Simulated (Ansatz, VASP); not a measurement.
# MgBe2SeS2: VASP beside Ansatz

File INCAR:

```
  PREC = Accurate
  ENCUT = 520
  EDIFF = 1E-6
  ISMEAR = 0
  SIGMA = 0.1
  LREAL = False
  LASPH = True
  NELM = 60
  ALGO = Normal
  ISIF = 2
  LWAVE = False
  LCHARG = True
  GGA = PE
  LELF = True
  LVHAR = True
  NBANDS = 21
```

Contents of KPOINTS:

```
regular mesh
0
Gamma
  12 12 8
```

File POSCAR:

```
MgBe2SeS2
1.0
    4.6230551364      0.0000000000      0.0000000000
   -2.3115275682      4.0036831913      0.0000000000
    0.0000000000      0.0000000000      5.2267168842
Mg Be Se S
1 2 1 2
Direct
    0.0000000000      0.0000000000      0.5000000000
    0.6666666667      0.3333333333      0.5000000000
    0.0000000000      0.0000000000      0.0000000000
    0.3333333333      0.6666666667      0.0000000000
    0.3333333333      0.6666666667      0.5000000000
    0.6666666667      0.3333333333      0.0000000000
```

Input for Ansatz:

```yaml
crystal:
  lattice:
    - [4.6230551364, 0.0, 0.0]
    - [-2.3115275682, 4.0036831913, 0.0]
    - [0.0, 0.0, 5.2267168842]
  atoms:
    - { symbol: Mg, position: [0.0, 0.0, 0.5] }
    - { symbol: Be, position: [0.6666666667, 0.3333333333, 0.5] }
    - { symbol: Be, position: [0.0, 0.0, 0.0] }
    - { symbol: Se, position: [0.3333333333, 0.6666666667, 0.0] }
    - { symbol: S, position: [0.3333333333, 0.6666666667, 0.5] }
    - { symbol: S, position: [0.6666666667, 0.3333333333, 0.0] }
basis:
  ecutwfc: 420
kpoints:
  mp_grid: { grid: [12, 12, 8] }
  band_path:
    path:
      - [[0.0, 0.0, 0.0], [0.5, 0.0, 0.0], [0.33333333, 0.33333333, 0.0], [0.0, 0.0, 0.0], [0.0, 0.0, 0.5], [0.5, 0.0, 0.5], [0.33333333, 0.33333333, 0.5], [0.0, 0.0, 0.5]]
      - [[0.5, 0.0, 0.5], [0.5, 0.0, 0.0]]
      - [[0.33333333, 0.33333333, 0.5], [0.33333333, 0.33333333, 0.0]]
    npoints: 14
hamiltonian:
  xc: pbe
scf:
  occupations: { method: gaussian, width: 0.1 }
  n_extra_bands: 15
output:
  forces: true
  stress: true
  eigenvalues: true
  populations: true
  dos: { projected: true, de: 0.02, nscf_kmesh: { grid: [15, 15, 10] } }
  bader: true
  write_density: true
  write_potential: true
  elf: true
  volumetric_format: npy
```

The cell was built by a generator and needn't be a form met in nature.

Alike in both runs: task single point; functional PBE; k mesh 12 × 12 × 8; occupations gaussian, width 0.1 eV; no spin polarisation.

```csv
,VASP,Ansatz
version,VASP 6.6.1,Ansatz 0.2.0
potentials or method,"VASP PAW PBE potentials, release 64 (Mg, Be, Se, S)","scalar-relativistic, plane waves, PAW"
plane-wave cutoff (eV),520,420
valence electrons in the cell,24,42
```

```csv
,VASP,Ansatz,Ansatz less VASP
gap on the k mesh at the Fermi level (eV),none,none,-
pressure (GPa),0.0,0.0,+0.04
```

A gap of «none» marks a metal or a gap that the smearing closes. The two sets of potentials don't hold the same shells in valence.
